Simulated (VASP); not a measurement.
Crystal: Zn4C3.

```
CELL_PARAMETERS angstrom
4.58116 0.00000 0.00000
0.00000 4.58116 0.00000
0.00000 0.00000 4.58116
ATOMIC_POSITIONS crystal
Zn 0.50000 0.50000 0.50000
Zn 0.50000 0.00000 0.00000
Zn 0.00000 0.50000 0.00000
Zn 0.00000 0.00000 0.50000
C 0.00000 0.50000 0.50000
C 0.50000 0.00000 0.50000
C 0.50000 0.50000 0.00000
```

The cell was built by a generator and needn't be a form met in nature.

The cell isn't the ideal one: random cell by space group and Wyckoff sites (Pm-3m, No. 221).

| Item | Value |
| --- | --- |
| Program | VASP 6.6.1 |
| Task | relaxation of cell and atoms |
| Functional | PBE |
| Potentials or basis | VASP PAW PBE potentials, release 64 (Zn, C) |
| Cutoff | 600 eV |
| k mesh | 4 × 4 × 4 |
| Occupations | gaussian, width 0.1 eV |
| Spin | no spin polarisation |

At the start: pressure -14.0 GPa; volume 13.74 Å³/atom.

Task: Where does the relaxation end?

Result: Over 3 steps the energy falls by 103.7 meV/atom and the volume is 11.70 Å³/atom (-14.8 %); space group Pm-3m (No. 221, to 0.05 Å).

Step by step:
```tsv
step	energy change (eV)	largest force (eV/Å)	pressure (GPa)	volume (Å³)
1	0.0000	0.0000	-13.99	96.15
2	-0.7142	0.0000	2.51	80.40
3	-0.7257	0.0000	0.08	81.89
```

Final structure:
```
CELL_PARAMETERS angstrom
4.34251 0.00000 0.00000
0.00000 4.34251 0.00000
0.00000 0.00000 4.34251
ATOMIC_POSITIONS crystal
Zn 0.50000 0.50000 0.50000
Zn 0.50000 0.00000 0.00000
Zn 0.00000 0.50000 0.00000
Zn 0.00000 0.00000 0.50000
C 0.00000 0.50000 0.50000
C 0.50000 0.00000 0.50000
C 0.50000 0.50000 0.00000
```
